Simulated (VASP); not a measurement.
Crystal: LaSb.

```
La Sb
1.0
     0.00000    3.22615    3.22615
     3.22615    0.00000    3.22615
     3.22615    3.22615    0.00000
La Sb
1 1
Direct
  0.00000 0.00000 0.00000
  0.50000 0.50000 0.50000
```

Base run:

| Property | Result |
| --- | --- |
| Program | VASP 6.6.1 |
| Functional | PBEsol |
| Potentials or basis | VASP PAW PBE potentials, release 64 (La, Sb) |
| Cutoff | 520 eV |
| k mesh | 10 × 10 × 10 |
| Occupations | methfessel-paxton, width 0.1 eV |
| Spin | no spin polarisation |

Its results: pressure 0.0 GPa.

Question: The run is repeated on the same cell with these changes: functional from PBEsol to r2SCAN. What comes out?

Answer: Pressure 3.0 GPa.

Caveats: the PAW data sets were made with another functional, which shifts forces and pressure a little.
